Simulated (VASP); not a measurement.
Output of a VASP run:

File OUTCAR:
```
 ion  position               nearest neighbor table
   1  0.500  0.500  0.500-   2 2.50   2 2.50   2 2.50   2 2.50   2 2.50   2 2.50   2 2.50   2 2.50
  LATTYP: Found a simple cubic cell.
 ALAT       =     2.8913440000
 Subroutine PRICEL returns:
 Original cell was already a primitive cell.
 Subroutine GETGRP returns: Found 48 space group operations
The static configuration has the point symmetry O_h .
The dynamic configuration has the point symmetry O_h .
 Subroutine INISYM returns: Found 48 space group operations
 Subroutine IBZKPT returns following result:
 Found     35 irreducible k-points:

 Following reciprocal coordinates:
            Coordinates               Weight
  0.000000  0.000000  0.000000      1.000000
  0.125000  0.000000  0.000000      6.000000
  0.250000  0.000000  0.000000      6.000000
  0.375000  0.000000  0.000000      6.000000
  0.500000  0.000000  0.000000      3.000000
  0.125000  0.125000  0.000000     12.000000
  0.250000  0.125000  0.000000     24.000000
  0.375000  0.125000  0.000000     24.000000
  0.500000  0.125000  0.000000     12.000000
  0.250000  0.250000  0.000000     12.000000
  0.375000  0.250000  0.000000     24.000000
  0.500000  0.250000  0.000000     12.000000
  0.375000  0.375000  0.000000     12.000000
  0.500000  0.375000  0.000000     12.000000
  0.500000  0.500000  0.000000      3.000000
  0.125000  0.125000  0.125000      8.000000
  0.250000  0.125000  0.125000     24.000000
  0.375000  0.125000  0.125000     24.000000
  0.500000  0.125000  0.125000     12.000000
  0.250000  0.250000  0.125000     24.000000
  0.375000  0.250000  0.125000     48.000000
  0.500000  0.250000  0.125000     24.000000
  0.375000  0.375000  0.125000     24.000000
  0.500000  0.375000  0.125000     24.000000
  0.500000  0.500000  0.125000      6.000000
  0.250000  0.250000  0.250000      8.000000
  0.375000  0.250000  0.250000     24.000000
  0.500000  0.250000  0.250000     12.000000
  0.375000  0.375000  0.250000     24.000000
  0.500000  0.375000  0.250000     24.000000
  0.500000  0.500000  0.250000      6.000000
  0.375000  0.375000  0.375000      8.000000
  0.500000  0.375000  0.375000     12.000000
  0.500000  0.500000  0.375000      6.000000
  0.500000  0.500000  0.500000      1.000000
   k-points           NKPTS =     35   k-points in BZ     NKDIM =     35   number of bands    NBANDS=     15
   number of dos      NEDOS =    301   number of ions     NIONS =      2
   total plane-waves  NPLWV =   4096
   dimension x,y,z NGX =    16 NGY =   16 NGZ =   16
   dimension x,y,z NGXF=    32 NGYF=   32 NGZF=   32
   ions per type =               1   1
   PREC   = accura    normal or accurate (medium, high low for compatibility)
   ISTART =      0    job   : 0-new  1-cont  2-samecut
   ICHARG =      2    charge: 1-file 2-atom 10-const
   ISPIN  =      1    spin polarized calculation?
   LNONCOLLINEAR =      F non collinear calculations
   LSORBIT =      F    spin-orbit coupling
   INIWAV =      1    electr: 0-lowe 1-rand  2-diag
   ENCUT  =  300.0 eV  22.05 Ry    4.70 a.u.   4.08  4.08  4.08*2*pi/ulx,y,z
   NELM   =    100;   NELMIN=  2; NELMDL= -5     # of ELM steps
   EDIFF  = 0.1E-05   stopping-criterion for ELM
   LREAL  =      F    real-space projection
   NLSPLINE    = F    spline interpolate recip. space projectors
   LMAXMIX     =    4 max onsite mixed and CHGCAR
   VOSKOWN=      0    Vosko Wilk Nusair interpolation
   EDIFFG = 0.1E-04   stopping-criterion for IOM
   NSW    =      0    number of steps for IOM
   NBLOCK =      1;   KBLOCK =      1    inner block; outer block
   IBRION =     -1    ionic relax: 0-MD 1-quasi-New 2-CG
   NFREE  =      0    steps in history (QN), initial steepest desc. (CG)
   ISIF   =      2    stress and relaxation
   ISYM   =      2    0-nonsym 1-usesym 2-fastsym
   TEIN   =    0.0    initial temperature
   TEBEG  =    0.0;   TEEND  =   0.0 temperature during run
   SMASS  =  -3.00    Nose mass-parameter (am)
...
```

File OSZICAR:
```
       N       E                     dE             d eps       ncg     rms          rms(c)
DAV:   1     0.897188300933E+02    0.89719E+02   -0.84837E+03  1098   0.171E+03
DAV:   2    -0.412660212712E+01   -0.93845E+02   -0.91493E+02  1057   0.280E+02
DAV:   3    -0.606937373805E+01   -0.19428E+01   -0.19394E+01  1261   0.537E+01
DAV:   4    -0.608190705719E+01   -0.12533E-01   -0.12532E-01  1233   0.384E+00
DAV:   5    -0.608205674143E+01   -0.14968E-03   -0.14968E-03  1383   0.440E-01    0.996E+00
DAV:   6    -0.584519498669E+01    0.23686E+00   -0.16684E+01  1157   0.104E+02    0.582E+00
DAV:   7    -0.496793312917E+01    0.87726E+00   -0.37751E+00  1144   0.101E+02    0.249E+00
DAV:   8    -0.496795961813E+01   -0.26489E-04   -0.16668E-01  1364   0.526E+00    0.138E+00
DAV:   9    -0.495780929906E+01    0.10150E-01   -0.18809E-02  1203   0.350E+00    0.553E-02
DAV:  10    -0.495782455965E+01   -0.15261E-04   -0.50593E-04  1295   0.230E-01    0.262E-02
DAV:  11    -0.495782752646E+01   -0.29668E-05   -0.39738E-06  1206   0.324E-02    0.103E-02
DAV:  12    -0.495782621908E+01    0.13074E-05   -0.29169E-07   742   0.203E-02    0.767E-04
DAV:  13    -0.495782617393E+01    0.45147E-07   -0.21947E-07   609   0.117E-02
   1 F= -.49578262E+01 E0= -.49559701E+01  d E =-.371223E-02
```

File OUTCAR:
```
------------------------ aborting loop because EDIFF is reached ----------------------------------------
  FORCE on cell =-STRESS in cart. coord.  units (eV):
  Direction    XX          YY          ZZ          XY          YZ          ZX
  --------------------------------------------------------------------------------------
  Total        1.4543780      1.4543780      1.4543780      0.0000000     -0.0000000     -0.0000000
  in kB       96.4025660     96.4025660     96.4025660      0.0000000     -0.0000000     -0.0000000
  external PRESSURE =      96.4025660 kB  Pullay stress =       0.0000000 kB
  volume of cell :       24.17
      direct lattice vectors                 reciprocal lattice vectors
     2.891344000  0.000000000  0.000000000     0.345859918  0.000000000  0.000000000
     0.000000000  2.891344000  0.000000000     0.000000000  0.345859918  0.000000000
     0.000000000  0.000000000  2.891344000     0.000000000  0.000000000  0.345859918
 POSITION                                       TOTAL-FORCE (eV/Angst)
 -----------------------------------------------------------------------------------
      1.44567      1.44567      1.44567         0.000000      0.000000      0.000000
      0.00000      0.00000      0.00000         0.000000      0.000000      0.000000
 -----------------------------------------------------------------------------------
    total drift:                                0.000000      0.000000      0.000000
  FREE ENERGIE OF THE ION-ELECTRON SYSTEM (eV)
  ---------------------------------------------------
  free  energy   TOTEN  =        -4.9578261739 eV

  energy  without entropy=       -4.9541139401  energy(sigma->0) =       -4.95597006
```
(Selected blocks of OUTCAR.)

### POSCAR
```
ZnCu
1
    2.8913440000     0.0000000000     0.0000000000
    0.0000000000     2.8913440000     0.0000000000
    0.0000000000     0.0000000000     2.8913440000
Zn Cu
1 1
Direct
  0.5000000000   0.5000000000   0.5000000000
  0.0000000000   0.0000000000   0.0000000000
```

Question: Reconstruct the remaining input files.

Answer: Several could match; the one computed here: the input of the run itself, PBE GGA, plane waves, VASP's PBE PAW potentials (set 64).

KPOINTS:
```
Automatic mesh
0
G
8 8 8
```

**INCAR**
```
SYSTEM = ZnCu
PREC = Accurate; ENCUT = 300; LREAL = .FALSE.
LASPH = .TRUE.
EDIFF = 1E-6; NELM = 100; ALGO = Normal
LMAXMIX = 4
ISMEAR = 0; SIGMA = 0.1
GGA = PE
ISIF = 2
LWAVE = .FALSE.; LCHARG = .FALSE.
```

POTCAR, in this order: Zn Cu (PBE.64 set). Program: vasp_std.

At this cut-off the stress carries a Pulay error, which pulls relaxed volumes low.

The structure comes from a computed database's ZnCu entry; how it stands against other phases isn't given here. The cell was not relaxed at this level. The electron count is odd and the run is not spin-polarised, which forces a metal.
